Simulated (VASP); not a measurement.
These are revPBE GGA, VASP's PBE PAW potentials (set 64) (plane waves; VASP) values and carry that method's errors. For the first row: Run with 520 eV cut-off, 12×12×12 Γ-centred mesh, first-order Methfessel-Paxton smearing of 0.10 eV, potentials Al Ru_pv.

```
system            energy (eV/atom)
----------------  ----------------
RuAl (CsCl type)           -6.7801
Al (fcc)                   -3.5538
Ru (hcp)                   -8.7265
```

The references are the elements' solids at the same level; no temperature or zero-point terms are added.

Q: What is the formation energy per atom of RuAl?

A: The references average (1×(-3.5538) + 1×(-8.7265))/2 = -6.1402 eV, so the formation energy is -6.7801 − (-6.1402) = -0.640 eV/atom.
